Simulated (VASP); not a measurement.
Level of theory: PBEsol GGA, VASP's PBE PAW potentials (set 64) (plane waves; VASP 6.6.1).

A VASP calculation is set up with these files.

File POSCAR:
```
BAs
1
    0.0000000000     2.3890330043     2.3890330043
    2.3890330043     0.0000000000     2.3890330043
    2.3890330043     2.3890330043     0.0000000000
B As
1 1
Direct
  0.0000000000   0.0000000000   0.0000000000
  0.2500000000   0.2500000000   0.2500000000
```

INCAR:
```
LWAVE = F
ISIF = 2   ! forces and stress, cell fixed
ISMEAR = -5   ! tetrahedra, Bloechl
EDIFF = 1E-7   ! SCF stop (eV)
LREAL = F
LCHARG = T
LORBIT = 11
GGA = PS   ! PBEsol
NEDOS = 601   ! DOS grid
LMAXMIX = 4   ! l cut-off of mixed one-centre charges
ALGO = Normal   ! blocked Davidson
ENCUT = 520
NELM = 100   ! most electronic steps
PREC = Accurate
LASPH = T   ! aspherical one-centre terms
SYSTEM = BAs
```

File KPOINTS:
```
Regular mesh
0
Gamma
11 11 11
```

POTCAR, in this order: B As (PBE.64 set). Program: vasp_std.

What does the run give for the energy per atom (σ→0)?

```yaml
energy per atom (σ→0): -6102 meV/atom
```

File OSZICAR:
```
...
DAV:   7    -0.122132405903E+02    0.68201E-01   -0.19973E-01  1264   0.265E+00    0.901E-01
DAV:   8    -0.122039422197E+02    0.92984E-02   -0.20511E-02  1000   0.947E-01    0.108E-01
DAV:   9    -0.122040687853E+02   -0.12657E-03   -0.48530E-04  1112   0.184E-01    0.584E-02
DAV:  10    -0.122041334844E+02   -0.64699E-04   -0.13402E-04   960   0.789E-02    0.137E-02
DAV:  11    -0.122041360662E+02   -0.25818E-05   -0.38143E-06  1344   0.171E-02    0.122E-02
DAV:  12    -0.122041357274E+02    0.33880E-06   -0.12083E-06   992   0.677E-03    0.146E-03
DAV:  13    -0.122041357475E+02   -0.20045E-07   -0.23945E-08   456   0.158E-03
   1 F= -.12204136E+02 E0= -.12204136E+02  d E =0.000000E+00
```

The structure was generated: BAs was put into the zinc blende type (F-43m), which need not be its known phase. It was relaxed first, which changed the volume by +6 %.
